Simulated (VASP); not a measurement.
Method: PBE GGA with D3 dispersion (zero damping), VASP's PBE PAW potentials (set 64) (plane waves; VASP).

Input for VASP

INCAR:
```
SYSTEM = AuZn
PREC = Accurate
ENCUT = 520
EDIFF = 1E-7
NELM = 100
ALGO = Normal
LREAL = .FALSE.
LASPH = .TRUE.
ISMEAR = 1
SIGMA = 0.1
GGA = PE
IVDW = 11
LMAXMIX = 6
LWAVE = .FALSE.
LCHARG = .FALSE.
ISIF = 2
```

POSCAR:
```
AuZn
1
    3.1953730910     0.0000000000     0.0000000000
    0.0000000000     3.1953730910     0.0000000000
    0.0000000000     0.0000000000     3.1953730910
Zn Au
1 1
Direct
  0.5000000000   0.5000000000   0.5000000000
  0.0000000000   0.0000000000   0.0000000000
```

KPOINTS:
```
Automatic mesh
0
Gamma
 12 12 12
0 0 0
```

POTCAR, in this order: Zn Au (PBE.64 set). Program: vasp_std.

The resulting files:

### OSZICAR
```
       N       E                     dE             d eps       ncg     rms          rms(c)
DAV:   1     0.126685760083E+03    0.12669E+03   -0.11862E+04  2552   0.197E+03
DAV:   2    -0.110391358427E+01   -0.12779E+03   -0.12400E+03  2660   0.342E+02
DAV:   3    -0.516017923772E+01   -0.40563E+01   -0.40392E+01  3073   0.696E+01
DAV:   4    -0.518491332406E+01   -0.24734E-01   -0.24733E-01  2961   0.482E+00
DAV:   5    -0.518520145931E+01   -0.28814E-03   -0.28813E-03  3045   0.522E-01    0.758E+00
DAV:   6    -0.478238110097E+01    0.40282E+00   -0.14494E+00  2583   0.144E+01    0.493E+00
DAV:   7    -0.475933388712E+01    0.23047E-01   -0.32182E-02  3364   0.384E+00    0.268E+00
DAV:   8    -0.475138138288E+01    0.79525E-02   -0.10155E-02  3002   0.122E+00    0.146E-01
DAV:   9    -0.475141674479E+01   -0.35362E-04   -0.40360E-04  2815   0.234E-01    0.774E-02
DAV:  10    -0.475142870746E+01   -0.11963E-04   -0.48601E-05  3137   0.126E-01    0.168E-02
DAV:  11    -0.475142868103E+01    0.26431E-07   -0.13351E-05  2919   0.897E-02    0.391E-03
DAV:  12    -0.475142862900E+01    0.52031E-07   -0.31267E-07  2685   0.116E-02
   1 F= -.59572284E+01 E0= -.59570033E+01  d E =-.675400E-03
```

OUTCAR:
```
------------------------ aborting loop because EDIFF is reached ----------------------------------------
 Edisp (eV)   -1.20580
  FORCE on cell =-STRESS in cart. coord.  units (eV):
  Direction    XX          YY          ZZ          XY          YZ          ZX
  --------------------------------------------------------------------------------------
  Total      -0.58449    -0.58449    -0.58449    -0.00000    -0.00000     0.00000
  in kB     -28.70259   -28.70259   -28.70259    -0.00000    -0.00000     0.00000
  external pressure =      -28.70 kB  Pullay stress =        0.00 kB
  volume of cell :       32.63
      direct lattice vectors                 reciprocal lattice vectors
     3.195373091  0.000000000  0.000000000     0.312952501  0.000000000  0.000000000
     0.000000000  3.195373091  0.000000000     0.000000000  0.312952501  0.000000000
     0.000000000  0.000000000  3.195373091     0.000000000  0.000000000  0.312952501
 POSITION                                       TOTAL-FORCE (eV/Angst)
 -----------------------------------------------------------------------------------
      1.59769      1.59769      1.59769         0.000000      0.000000      0.000000
      0.00000      0.00000      0.00000         0.000000      0.000000      0.000000
 -----------------------------------------------------------------------------------
    total drift:                                0.000000      0.000000     -0.000000
  FREE ENERGIE OF THE ION-ELECTRON SYSTEM (eV)
  ---------------------------------------------------
  free  energy   TOTEN  =        -5.9572283846 eV

  energy  without entropy=       -5.9565529842  energy(sigma->0) =       -5.95700325
```
(Selected blocks of OUTCAR.)

The compound is AuZn in the CsCl type structure. This cell is one point of a volume scan, at 1.03 of the reference volume. The electron count is odd and the run is not spin-polarised, which forces a metal.
